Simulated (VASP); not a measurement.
Here is the system:

```
SnO2
1.0
    4.83271     0.00000     0.00000
    0.00000     4.83271     0.00000
    0.00000     0.00000     3.24083
Sn O
2 4
Cartesian
  0.00000   0.00000   3.24083
  2.41635   2.41635   1.62042
  1.48164   1.48164   0.00000
  3.89799   0.93472   1.62042
  0.93472   3.89799   1.62042
  3.35107   3.35107   0.00000
```

All values below come from PBE GGA with spin-orbit coupling, VASP's PBE PAW potentials (set 64) (plane waves; VASP). Numerical set-up: 520 eV cut-off, 4×4×6 Γ-centred mesh, Gaussian smearing of 0.050 eV, potentials Sn_d O.

Question: Give the energies of bands 41 to 54 at the high-symmetry points, in eV from the valence-band maximum.

Answer: 
```
band      Γ      X      M      Z      R      A
----  -----  -----  -----  -----  -----  -----
41    -1.97  -1.89  -1.86  -2.57  -1.66  -2.42
42    -1.97  -1.89  -1.86  -2.57  -1.66  -2.42
43    -1.26  -1.89  -1.86  -2.57  -1.66  -2.42
44    -1.26  -1.89  -1.86  -2.57  -1.66  -2.42
45    -1.25  -1.21  -1.33  -1.52  -1.02  -0.92
46    -1.25  -1.21  -1.33  -1.52  -1.02  -0.92
47    -0.75  -1.21  -1.33  -1.52  -1.01  -0.92
48    -0.75  -1.21  -1.33  -1.52  -1.01  -0.92
49    -0.73  -0.60  -0.85  -1.18  -0.76  -0.78
50    -0.73  -0.60  -0.85  -1.18  -0.76  -0.78
51     0.00  -0.60  -0.85  -1.18  -0.75  -0.78
52     0.00  -0.60  -0.85  -1.18  -0.75  -0.78
53     0.64   3.85   4.24   5.55   5.80   4.32
54     0.64   3.85   4.24   5.55   5.80   4.32
```

The gap is direct, 0.64 eV, from the valence maximum at Γ to the conduction minimum at Γ.

The compound is SnO2 in the rutile structure. It was relaxed first, which changed the volume by +6 %.
